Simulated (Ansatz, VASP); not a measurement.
# Cross-check of LiZnF3 between VASP and Ansatz, part 2 of 2

Wanted: the spread between two codes on one cell, functional and k mesh. The cell is generated by rule, not measured, and may not be a known phase. The cell is taken from a series of runs on this material, whose earlier steps may have relaxed, scaled, displaced or heated it; both programs get it as it stands.

VASP 6.6.1 and Ansatz 0.2.0.

So far: Set-up; Ansatz: relaxation of cell and atoms, PBEsol, pair 1.

### 3. VASP: relaxation of cell and atoms, PBEsol, pair 1

Level of this step: PBEsol; plane waves and PAW (Li_sv, Zn, F); invented cell (VASP).

The same cell, functional and mesh now go to VASP, with its own data sets.

Lines of VASP's logs that name or quote its potential files are left out, and so is its time.

Input file INCAR:

```
SYSTEM = LiZnF3
PREC = Accurate
ENCUT = 750
EDIFF = 1E-07
NELM = 120
ISMEAR = 0
SIGMA = 0.01
LREAL = .FALSE.
ALGO = Normal
GGA = PS
NBANDS = 46
LORBIT = 11
LWAVE = .FALSE.
LCHARG = .FALSE.
ISIF = 3
IBRION = 2
NSW = 80
EDIFFG = -0.005
LASPH = .TRUE.
GGA_COMPAT = .FALSE.
NELMIN = 4
EFERMI = MIDGAP
KPAR = 2
```

Input file POSCAR:

```
LiZnF3
1.0
    2.5913690000      1.4961280000      4.6143820000
   -2.5913690000      1.4961280000      4.6143820000
    0.0000000000     -2.9922560000      4.6143820000
Li Zn F
2 2 6
Direct
    0.7500000361      0.7500000361      0.7500000361
    0.2500000361      0.2500000361      0.2500000361
    0.5000000722      0.5000000722      0.5000000722
    0.0000000000      0.0000000000      0.0000000000
    0.2500000906      0.8942456612      0.6057543566
    0.7499999817      0.1057544111      0.3942457156
    0.6057544111      0.2499999817      0.8942457156
    0.3942456612      0.7500000906      0.1057543566
    0.8942457997      0.6057542726      0.2500000361
    0.1057542726      0.3942457997      0.7500000361
```

Input file KPOINTS:

```
Automatic mesh
0
Gamma
6 6 6
0 0 0
```

PAW data sets: Li_sv, Zn and F (PBE family, release 64).

Launch:

```bash
> mpirun -np 2 vasp_std
```

Numbers of over 12 decimals in the logs are rounded to 6 here.

The program printed:

```text
[banner, memory and clock lines left out]
running    2 mpi-ranks, on    1 nodes
 distrk:  each k-point on    1 cores,    2 groups
 distr:  one band on    1 cores,    1 groups

 POSCAR found type information on POSCAR LiZnF
 POSCAR found :  3 types and      10 ions
|                                                                             |
|               ----> ADVICE to this user running VASP <----                  |
|                                                                             |
|     You enforced a specific xc type in the INCAR file but a different       |
|     [... a line on the potential file left out ...]
|     I HOPE YOU KNOW WHAT YOU ARE DOING!                                     |
|                                                                             |

 LDA part: xc-table for (Slater+PW92), standard interpolation
 POSCAR, INCAR and KPOINTS ok, starting setup
 FFT: planning ... GRIDC
 FFT: planning ... GRID_SOFT
 FFT: planning ... GRID
 WAVECAR not read
 entering main loop
       N       E                     dE             d eps       ncg     rms          rms(c)
DAV:   1     0.106302795158E+04    0.10630E+04   -0.44302E+04  2952   0.255E+03
DAV:   2     0.100273313234E+03   -0.96275E+03   -0.91407E+03  3176   0.646E+02
DAV:   3    -0.384163067252E+02   -0.13869E+03   -0.13711E+03  3210   0.229E+02
DAV:   4    -0.475501722580E+02   -0.91339E+01   -0.90731E+01  4608   0.488E+01
DAV:   5    -0.479482605501E+02   -0.39809E+00   -0.39610E+00  4456   0.803E+00    0.146E+01
DAV:   6    -0.441741761071E+02    0.37741E+01   -0.10411E+01  4000   0.415E+01    0.901E+00
DAV:   7    -0.442190357382E+02   -0.44860E-01   -0.25327E+00  3348   0.912E+00    0.587E+00
DAV:   8    -0.442421280132E+02   -0.23092E-01   -0.10145E+00  3858   0.176E+01    0.215E+00
DAV:   9    -0.441807314461E+02    0.61397E-01   -0.14863E-01  4530   0.114E+01    0.830E-01
DAV:  10    -0.441747267576E+02    0.60047E-02   -0.14446E-01  4698   0.894E+00    0.416E-01
DAV:  11    -0.441745557744E+02    0.17098E-03   -0.30428E-02  4452   0.235E+00    0.907E-02
DAV:  12    -0.441747476799E+02   -0.19191E-03   -0.19695E-03  3402   0.260E-01    0.562E-02
DAV:  13    -0.441748049959E+02   -0.57316E-04   -0.21047E-04  3654   0.365E-01    0.642E-02
DAV:  14    -0.441747679524E+02    0.37044E-04   -0.12152E-04  4496   0.281E-01    0.208E-02
DAV:  15    -0.441747684746E+02   -0.52215E-06   -0.81171E-05  3944   0.108E-01    0.713E-03
DAV:  16    -0.441747682988E+02    0.17574E-06   -0.62844E-06  4762   0.453E-02    0.237E-03
DAV:  17    -0.441747682906E+02    0.82291E-08   -0.18462E-06  3642   0.358E-02    0.830E-04
DAV:  18    -0.441747683545E+02   -0.63933E-07   -0.19174E-07  2252   0.992E-03
   1 F= -.44174768E+02 E0= -.44174768E+02  d E =-.441748E+02
[...]
2 F= -.44175195E+02 E0= -.44175195E+02  d E =-.426837E-03
[...]
3 F= -.44175197E+02 E0= -.44175197E+02  d E =-.428570E-03
[...]
4 F= -.44175197E+02 E0= -.44175197E+02  d E =-.428355E-03
[...]
5 F= -.44175225E+02 E0= -.44175225E+02  d E =-.279516E-04
 ZBRENT: can't locate minimum, use default step
 trial-energy change:   -0.000028  1 .order   -0.000029   -0.000031   -0.000026
 step:   4.0725(harm=  6.0119)  dis= 0.00172  next Energy=   -44.175289 (dE=-0.924E-04)
 bond charge predicted
       N       E                     dE             d eps       ncg     rms          rms(c)
DAV:   1    -0.441753794418E+02   -0.15487E-03   -0.83419E-02  2956   0.187E+00    0.159E-01
DAV:   2    -0.441753190319E+02    0.60410E-04   -0.34986E-03  3480   0.438E-01    0.597E-02
DAV:   3    -0.441752755837E+02    0.43448E-04   -0.55592E-05  4494   0.144E-01    0.305E-02
DAV:   4    -0.441752605267E+02    0.15057E-04   -0.29640E-05  4716   0.772E-02    0.408E-03
DAV:   5    -0.441752612483E+02   -0.72169E-06   -0.87422E-06  3286   0.235E-02    0.258E-03
DAV:   6    -0.441752612377E+02    0.10646E-07   -0.18976E-07  2446   0.834E-03
   6 F= -.44175261E+02 E0= -.44175261E+02  d E =-.645284E-04
 curvature:  -2.65 expect dE=-0.956E-05 dE for cont linesearch -0.143E-06
 trial: gam= 0.04365 g(F)=  0.714E-06 g(S)=  0.290E-05 ort = 0.131E-05 (trialstep = 0.163E+01)
 search vector abs. value=  0.379E-05
 reached required accuracy - stopping structural energy minimisation
```

OUTCAR, selected parts (step 3):

```text
ion  position               nearest neighbor table
   1  0.750  0.750  0.750-  10 1.84   8 1.84   6 1.84
   2  0.250  0.250  0.250-   9 1.84   5 1.84   7 1.84
   3  0.500  0.500  0.500-   5 2.03   6 2.03   7 2.03   9 2.03   8 2.03  10 2.03
   4  0.000  0.000  0.000-   7 2.03   8 2.03   5 2.03   9 2.03   6 2.03  10 2.03
   5  0.250  0.894  0.606-   2 1.84   3 2.03   4 2.03
   6  0.750  0.106  0.394-   1 1.84   3 2.03   4 2.03
   7  0.606  0.250  0.894-   2 1.84   4 2.03   3 2.03
   8  0.394  0.750  0.106-   1 1.84   4 2.03   3 2.03
   9  0.894  0.606  0.250-   2 1.84   4 2.03   3 2.03
  10  0.106  0.394  0.750-   1 1.84   3 2.03   4 2.03

  LATTYP: Found a trigonal (rhomboedric) cell.
 ALAT       =     5.4996466731
 COS(alpha) =     0.5559630733

 Subroutine GETGRP returns: Found 12 space group operations
 (whereof  6 operations were pure point group operations)

The static configuration has the point symmetry S_6 .
 The point group associated with its full space group is D_3d.

 Found     32 irreducible k-points:

   k-points           NKPTS =     32   k-points in BZ     NKDIM =     32   number of bands    NBANDS=     46

   dimension x,y,z NGX =    50 NGY =   50 NGZ =   50
   dimension x,y,z NGXF=   100 NGYF=  100 NGZF=  100

   ENCUT  =  750.0 eV  55.12 Ry    7.42 a.u.  12.28 12.28 12.28*2*pi/ulx,y,z

   NELECT =      72.0000    total number of electrons

 k-points in reciprocal lattice and weights: Automatic mesh
   0.00000000  0.00000000  0.00000000       0.005
   0.16666667 -0.00000000 -0.00000000       0.028
   0.33333333 -0.00000000 -0.00000000       0.028
   0.50000000 -0.00000000 -0.00000000       0.014
   0.16666667  0.16666667 -0.00000000       0.028
   0.33333333  0.16666667  0.00000000       0.056
   0.50000000  0.16666667 -0.00000000       0.056
  -0.33333333  0.16666667  0.00000000       0.056
  -0.16666667  0.16666667  0.00000000       0.028
[...]
-0.33333333  0.50000000  0.33333333       0.028
   0.50000000  0.50000000  0.50000000       0.005

 average (electrostatic) potential at core
       1 -61.9117       2 -61.9117       3 -36.3515       4 -36.3515       5 -78.1509
       6 -78.1509       7 -78.1509       8 -78.1509       9 -78.1509      10 -78.1509

 E-fermi :   1.0399

 k-point     1 :       0.0000    0.0000    0.0000
  band No.  band energies     occupation
    ...
     32      -2.3326      2.00000
     33      -2.2845      2.00000
     34      -2.2845      2.00000
     35      -1.0052      2.00000
     36      -1.0052      2.00000
     37       3.0849      0.00000
     38       8.7512      0.00000
     39       9.1329      0.00000
     40      10.3564      0.00000
     41      10.5085      0.00000
    ...

 k-point     2 :       0.1667   -0.0000   -0.0000
  band No.  band energies     occupation
    ...
     32      -2.4168      2.00000
     33      -2.2606      2.00000
     34      -2.1590      2.00000
     35      -1.1092      2.00000
     36      -1.1067      2.00000
     37       3.4720      0.00000
     38       8.1467      0.00000
     39       9.2593      0.00000
     40       9.8175      0.00000
     41      10.1531      0.00000
    ...

 k-point     3 :       0.3333   -0.0000   -0.0000
  band No.  band energies     occupation
    ...
     32      -2.3972      2.00000
     33      -2.1272      2.00000
     34      -1.9692      2.00000
     35      -1.4089      2.00000
     36      -1.3618      2.00000
     37       4.4381      0.00000
     38       6.9586      0.00000
     39       9.2626      0.00000
     40       9.3234      0.00000
     41       9.8304      0.00000
    ...

  Total       -0.0003597     -0.0003597     -0.0245145      0.0000000     -0.0000000      0.0000000
  in kB       -0.0053546     -0.0053546     -0.3649716      0.0000000     -0.0000000      0.0000000
  external PRESSURE =      -0.1252269 kB  Pullay stress =       0.0000000 kB

  energy-cutoff  :      750.00
  volume of cell :      107.62
      direct lattice vectors                 reciprocal lattice vectors
     2.594887957  1.498159672  4.613663874     0.192686547  0.111247599  0.072249159
    -2.594887957  1.498159672  4.613663874    -0.192686547  0.111247599  0.072249159
     0.000000000 -2.996319345  4.613663874     0.000000000 -0.222495198  0.072249159

 POSITION                                       TOTAL-FORCE (eV/Angst)
 -----------------------------------------------------------------------------------
      0.00000      0.00000     10.38074         0.000000      0.000000      0.000000
      0.00000      0.00000      3.46025         0.000000      0.000000      0.000000
      0.00000      0.00000      6.92050         0.000000      0.000000     -0.000000
      0.00000      0.00000      0.00000         0.000000      0.000000      0.000000
     -1.67315     -0.09834      8.07391         0.000785     -0.001360     -0.000000
      1.67315      0.09834      5.76708        -0.000785      0.001360     -0.000000
      0.92174     -1.39982      8.07391         0.000785      0.001360     -0.000000
     -0.92174      1.39982      5.76708        -0.000785     -0.001360      0.000000
      0.75141      1.49816      8.07391        -0.001570     -0.000000      0.000000
     -0.75141     -1.49816      5.76708         0.001570      0.000000      0.000000
 -----------------------------------------------------------------------------------
    total drift:                               -0.000269     -0.000002     -0.002988

  FREE ENERGIE OF THE ION-ELECTRON SYSTEM (eV)
  ---------------------------------------------------
  free  energy   TOTEN  =       -44.1752612377 eV

  energy  without entropy=      -44.1752612377  energy(sigma->0) =      -44.17526124

 reached required accuracy - stopping structural energy minimisation

 total charge
# of ion       s       p       d       tot
------------------------------------------
    1        2.019   0.054   0.000   2.074
    2        2.019   0.054   0.000   2.074
    3        0.344   0.370   9.950  10.663
    4        0.344   0.370   9.950  10.663
    5        1.726   4.366   0.000   6.092
    6        1.726   4.366   0.000   6.092
    7        1.726   4.366   0.000   6.092
    8        1.726   4.366   0.000   6.092
    9        1.726   4.366   0.000   6.092
   10        1.726   4.366   0.000   6.092
--------------------------------------------------
tot         15.081  27.044  19.900  62.025

[... 3 further parts left out ...]
```

CONTCAR:

```
LiZnF3
   1.00000000000000
     2.5948879568853314    1.4981596723762802    4.6136638742351455
    -2.5948879568853314    1.4981596723762802    4.6136638742351455
     0.0000000000000000   -2.9963193447525605    4.6136638742351455
  Li              Zn              F
     2     2     6
Direct
     0.7500000360999977    0.7500000360999977    0.7500000360999977
     0.2500000360999977    0.2500000360999977    0.2500000360999977
     0.5000000722000024    0.5000000722000024    0.5000000722000024
     0.0000000000000000    0.0000000000000000    0.0000000000000000
     0.2500000905999799    0.8947863368544030    0.6052136809456190
     0.7499999817000172    0.1052137354456012    0.3947863912543836
     0.6052137354456012    0.2499999817000172    0.8947863912543834
     0.3947863368544030    0.7500000905999799    0.1052136809456189
     0.8947864753544189    0.6052135969455853    0.2500000360999977
     0.1052135969455852    0.3947864753544190    0.7500000360999977
```

### 4. Differences

Known differences besides the potentials themselves: fixed occupations in Ansatz, narrow Gaussian smearing in VASP; the cutoff is 420 eV in Ansatz and 750 eV in VASP; Ansatz makes its cores anew for this functional, VASP keeps those of its PBE data sets; Ansatz adds a Pulay correction to the stress that steers its cell, VASP none. Total energies have different zeros and are not compared.

Both answers:

```tsv
quantity	Ansatz	VASP	difference
volume (Å³)	107.37	107.62	-0.23 %
edge a after relaxation, in the typed setting (Å)	5.501	5.501	-0.01 %
```

### 5. VASP: relaxation of cell and atoms, PBEsol, pair 2

The relaxed volume is the usual yardstick between codes: in a stiff, nearly cubic crystal its relative difference is about their pressure difference at one cell divided by the bulk modulus.

INCAR is that of step 3.

Input file POSCAR:

```
LiZnF3
1.0
   -2.7709020000      3.8250430000      2.5211740000
    2.7709020000     -3.8250430000      2.5211740000
    2.7709020000      3.8250430000     -2.5211740000
Li Zn F
2 2 6
Direct
    0.8032310205      0.0532309551      0.7500000654
    0.1967689795      0.9467690449      0.2499999346
    0.0000000000      0.5000000000      0.5000000000
    0.5000000000      0.5000000000      0.0000000000
    0.1628370583      0.5000000000      0.1628370583
    0.8371629417      0.5000000000      0.8371629417
    0.8371629417      0.0000000000      0.3371629417
    0.1628370583      0.0000000000      0.6628370583
    0.5715508588      0.3215507934      0.2500000654
    0.4284492720      0.6784492066      0.7500000654
```

KPOINTS is that of step 3.

Launch:

```bash
> mpirun -np 2 vasp_std
```

The program printed:

```text
[banner, memory and clock lines left out]
running    2 mpi-ranks, on    1 nodes
[...]
[... a notice as in an earlier step ...]

 LDA part: xc-table for (Slater+PW92), standard interpolation
 POSCAR, INCAR and KPOINTS ok, starting setup
[...]
entering main loop
       N       E                     dE             d eps       ncg     rms          rms(c)
DAV:   1     0.106689289811E+04    0.10669E+04   -0.44112E+04  4240   0.256E+03
DAV:   2     0.101707765605E+03   -0.96519E+03   -0.91379E+03  4560   0.648E+02
DAV:   3    -0.381840836369E+02   -0.13989E+03   -0.13828E+03  4642   0.232E+02
DAV:   4    -0.472195119114E+02   -0.90354E+01   -0.89804E+01  6432   0.494E+01
[...]
DAV:  16    -0.439325813346E+02   -0.57614E-06   -0.49119E-06  5170   0.137E-02    0.433E-03
DAV:  17    -0.439325810537E+02    0.28088E-06   -0.25796E-06  4802   0.419E-02    0.929E-04
DAV:  18    -0.439325810486E+02    0.51123E-08   -0.37708E-07  4584   0.749E-03
   1 F= -.43932581E+02 E0= -.43932581E+02  d E =-.439326E+02
[... from here on, the cycles between the ionic steps are left out ...]
   2 F= -.43933024E+02 E0= -.43933024E+02  d E =-.442466E-03
   3 F= -.43933036E+02 E0= -.43933036E+02  d E =-.454826E-03
   4 F= -.43933116E+02 E0= -.43933116E+02  d E =-.798226E-04
   5 F= -.43933170E+02 E0= -.43933170E+02  d E =-.134032E-03
   6 F= -.43933208E+02 E0= -.43933208E+02  d E =-.381799E-04
   7 F= -.43933229E+02 E0= -.43933229E+02  d E =-.594791E-04
[...]
reached required accuracy - stopping structural energy minimisation
```

OUTCAR, selected parts (step 5):

```text
  Total        0.0346974      0.0053279      0.0049860      0.0000000      0.0000000      0.0000000
  in kB        0.5195428      0.0797774      0.0746588      0.0000000      0.0000000      0.0000000
  external PRESSURE =       0.2246597 kB  Pullay stress =       0.0000000 kB

 POSITION                                       TOTAL-FORCE (eV/Angst)
 -----------------------------------------------------------------------------------
      0.00000      5.73749      0.27403        -0.000000      0.000000      0.002996
      2.77211     -1.91250      2.24878         0.000000     -0.000000     -0.002996
      2.77211      0.00000      0.00000         0.000000     -0.000000     -0.000000
      0.00000      0.00000      2.52281        -0.000000     -0.000000     -0.000000
      1.38605     -0.67126      1.26141         0.000000     -0.000470      0.000000
      1.38605      4.49625      1.26141        -0.000000      0.000470     -0.000000
     -1.38605      4.49625      1.26141        -0.000000      0.000470     -0.000000
      1.38605      3.15373     -1.26141        -0.000000     -0.000470      0.000000
     -0.00000      1.91250      1.61710        -0.000000      0.000000      0.000797
      2.77211      1.91250      0.90572         0.000000     -0.000000     -0.000797
 -----------------------------------------------------------------------------------
    total drift:                               -0.000000     -0.007416      0.002608

  FREE ENERGIE OF THE ION-ELECTRON SYSTEM (eV)
  ---------------------------------------------------
  free  energy   TOTEN  =       -43.9332293856 eV

  energy  without entropy=      -43.9332293856  energy(sigma->0) =      -43.93322939

[... 1 part as in an earlier step ...]

[... 3 further parts left out ...]
[key lines of the parts left out:]
E-fermi :   1.2237
```

The run keeps the 8 symmetry operations of its start, so it cannot find a distortion of lower symmetry.

### 6. Ansatz: relaxation of cell and atoms, PBEsol, pair 2

The same cell, functional and mesh now go to Ansatz, which takes its cutoff from its data sets.

The cell is taken from a series of runs on this material, whose earlier steps may have relaxed, scaled, displaced or heated it; both programs get it as it stands.

Input file input.yaml:

```yaml
crystal:
  lattice:
    - [-2.7709020676, 3.8250431133, 2.5211737593]
    - [2.7709020676, -3.8250431133, 2.5211737593]
    - [2.7709020676, 3.8250431133, -2.5211737593]
  atoms:
    - { symbol: Li, position: [0.8032309406, 0.0532309406, 0.75] }
    - { symbol: Li, position: [0.1967690594, 0.9467690594, 0.25] }
    - { symbol: Zn, position: [0.0, 0.5, 0.5] }
    - { symbol: Zn, position: [0.5, 0.5, 0.0] }
    - { symbol: F, position: [0.1628370225, 0.5, 0.1628370225] }
    - { symbol: F, position: [0.8371629775, 0.5, 0.8371629775] }
    - { symbol: F, position: [0.8371629775, 0.0, 0.3371629775] }
    - { symbol: F, position: [0.1628370225, 0.0, 0.6628370225] }
    - { symbol: F, position: [0.5715507419, 0.3215507419, 0.25] }
    - { symbol: F, position: [0.4284492581, 0.6784492581, 0.75] }
kpoints:
  mp_grid: { grid: [6, 6, 6] }
hamiltonian:
  xc: pbesol
  pseudopotentials: { kind: paw, azcp: { folder: soft_1 }, xc_functional: pbe }
scf:
  occupations: { method: fixed }
output:
  forces: true
  stress: true
  eigenvalues: true
relax:
  adjacent_minimum: "off"
  f_tol: 0.001
  max_steps: 60
  cell: { stress_tol: 0.01 }
```

Launch:

```bash
> ansatz run input.yaml --threads 4 --pin off --max-ram 16384MiB --backend cpu --events-out ev --progress --plain --runs-dir out
```

The program printed:

```text
[...]
Crystal: 10 atoms, lattice volume = 106.886 Å³
Basis set: ecut = 420 eV, 2065 PW (Γ), exchange–correlation on 72×72×72 points (8 copies of the dense FFT grid, shifted against one another)
Bands: 46, of which v1, the nominal top of the filled ones, is band 36 counted from 1 (35 counted from 0)
Symmetry: 8 space group operations
[...]
k-points: 46 of 216
[...]
- { symbol: Li, position: [0.196665, 0.946665, 0.250000] }
    - { symbol: Zn, position: [0, 0.5, 0.5] }
    - { symbol: Zn, position: [0.5, 0.5, 0] }
    - { symbol: F, position: [0.162822, 0.5, 0.162822] }
    - { symbol: F, position: [0.837178, 0.5, 0.837178] }
    - { symbol: F, position: [0.837178, 0.0, 0.337178] }
    - { symbol: F, position: [0.162822, 0.0, 0.662822] }
    - { symbol: F, position: [0.571489, 0.321489, 0.250000] }
    - { symbol: F, position: [0.428511, 0.678511, 0.75] }
[key lines of the parts left out:]
SCF converged after 5 iterations
Free energy (F): -11778.800838 eV
Fermi energy:    3.066737 eV
P = ⅓ Tr σ = -0.0012 GPa (-0.012 kbar)
```

### 7. Comparison

The two programs side by side:

```tsv
quantity	Ansatz	VASP	difference
volume (Å³)	106.86	107.00	-0.13 %
edge a after relaxation, in the typed setting (Å)	5.353	5.355	-0.04 %
```

### 8. What came out

* difference in volume (relaxation of cell and atoms, PBEsol, pair 1): -0.23 %
* difference in volume (relaxation of cell and atoms, PBEsol, pair 2): -0.13 %

In words: The difference in volume is -0.23 % (relaxation of cell and atoms, PBEsol, pair 1), within the 1.2 % picked in this series as the mark of a large difference, as far as the stopping tolerances let one tell. 4 further runs of this series are not shown here. How closely two codes agree says nothing of how well the functional describes the real material.

[Lines on the potential files, build, host, timing and source positions are cut from VASP's logs without a mark.]

[Logs are printed without paths, hosts, clocks, repeated set-up lines and the standing remarks that a program may print on its own settings, such as how far it seeks lower states.]

[Hosts, paths, dates, database ids (printed as entryN), source tags and the programs' standing remarks are cut or masked in the printed files.]
